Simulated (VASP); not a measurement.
# MgB2 (AlB2 type): computed properties

The numbers are results of PBEsol GGA, VASP's PBE PAW potentials (set 64) (plane waves; VASP 6.6.1), not measurements.

For MgB2, the space group is P6/mmm (191) and the cell comes out as a = b = 3.072 Å, c = 3.473 Å, α = β = 90.00°, γ = 120.00°. The volume per atom is 9.46 Å³/atom, the band gap (over mesh and band path) is none (metal, semimetal or under 0.01 eV) and the Hill bulk modulus is 153 GPa. The Hill shear modulus comes out as 125 GPa. The Poisson's ratio is 0.180 and the density is 2.69 g/cm³. The optical Γ-point spectrum is 347 (×2), 409, 510 (×2), 704 cm⁻¹ and the C11 comes out as 430 GPa. The C12 comes out as 46.9 GPa and the C13 comes out as 56.3 GPa. The C33 comes out as 242 GPa, the C44 is 82.4 GPa and the C66 is 192 GPa.

```cif
data_B2Mg
_chemical_formula_sum 'Mg1 B2'
_space_group_name_H-M_alt 'P 1'
_space_group_IT_number 1
_cell_length_a 3.07162
_cell_length_b 3.07162
_cell_length_c 3.47338
_cell_angle_alpha 90.000
_cell_angle_beta 90.000
_cell_angle_gamma 120.000
loop_
_space_group_symop_operation_xyz
  'x, y, z'
loop_
_atom_site_label
_atom_site_type_symbol
_atom_site_fract_x
_atom_site_fract_y
_atom_site_fract_z
_atom_site_occupancy
Mg1 Mg 0.00000 0.00000 0.00000 1
B1 B 0.33333 0.66667 0.50000 1
B2 B 0.66667 0.33333 0.50000 1
```

Measured: a 3.083 Å at 300 K (computed value off by -0.4 %), c 3.521 Å at 300 K (computed value off by -1.4 %), as given by I. Loa et al., Physical review. B, Condensed matter (2002), arXiv:cond-mat/0206051. The calculation is for a static lattice, while the measured a, c hold thermal and zero-point effects, which are part of the difference. Finite-difference elastic constants of metals are sensitive to mesh and smearing; shear constants can be off by tens of GPa.

The compound is MgB2 in the AlB2 type structure. It was relaxed first. Symmetry was kept, so distortions that lower it aren't found.
